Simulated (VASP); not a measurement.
An input for Quantum ESPRESSO's pw.x (written as the equivalent of a VASP run, and not itself run):

```
&CONTROL
  calculation = 'scf'
  pseudo_dir = './pseudo'
  outdir = './out'
  tprnfor = .true.
  tstress = .true.
/
&SYSTEM
  ibrav = 0
  nat = 2
  ntyp = 2
  ecutwfc = 82
  occupations = 'smearing'
  smearing = 'methfessel-paxton'
  degauss = 0.00735
  input_dft = 'pbe'
/
&ELECTRONS
  conv_thr = 7.3e-08
  electron_maxstep = 100
/
ATOMIC_SPECIES
  Nb 92.906 Nb.upf
  C 12.011 C.upf
CELL_PARAMETERS angstrom
     0.0000000    2.2651710    2.2574340
     2.1794340    0.0000000    2.2574340
     2.1794340    2.2651710    0.0000000
ATOMIC_POSITIONS crystal
  Nb   0.0000000  0.0000000  0.0000000
  C    0.4861990  0.5138010  0.5138010
K_POINTS automatic
  14 14 14 1 1 1
```

Q: Translate this input to VASP (INCAR, KPOINTS, POSCAR, choice of POTCAR).

A: Several could match; the one computed here: 
### INCAR
```
ALGO = Normal
EDIFF = 1E-6
ENCUT = 520
GGA = PE
ISIF = 2
ISMEAR = 1
LASPH = T
LCHARG = F
LMAXMIX = 4
LREAL = F
LWAVE = F
NELM = 100
PREC = Accurate
SIGMA = 0.1
SYSTEM = NbC
```

### KPOINTS
```
Regular mesh
0
Monkhorst-Pack
  14 14 14
```

File POSCAR:
```
NbC
3.1979690
  0.0000000000   0.7083154965   0.7058961485
  0.6815056681   0.0000000000   0.7058961485
  0.6815056681   0.7083154965   0.0000000000
Nb C
1 1
Cartesian
  0.0000000000   0.0000000000   0.0000000000
  0.7003165876   0.7083154965   0.7058961485
```

POTCAR, in this order: Nb_sv C (PBE.64 set). Program: vasp_std.

The two are equivalent in intent, not identical: the potentials are each code's own (VASP's PAW set, PseudoDojo norm-conserving files in pw.x), so ENCUT and ecutwfc are chosen apart and not converted; conv_thr bounds pw.x's estimated SCF error, while EDIFF bounds the energy change between steps; an even Monkhorst-Pack mesh in KPOINTS is the half-step-shifted mesh of pw.x.

The compound is NbC in the rock salt structure. The cell was not relaxed at this level, atoms are displaced from their ideal sites. The run is one of a series of settings (KPOINTS 14×14×14 Monkhorst-Pack mesh against the base run), some of them coarse on purpose.
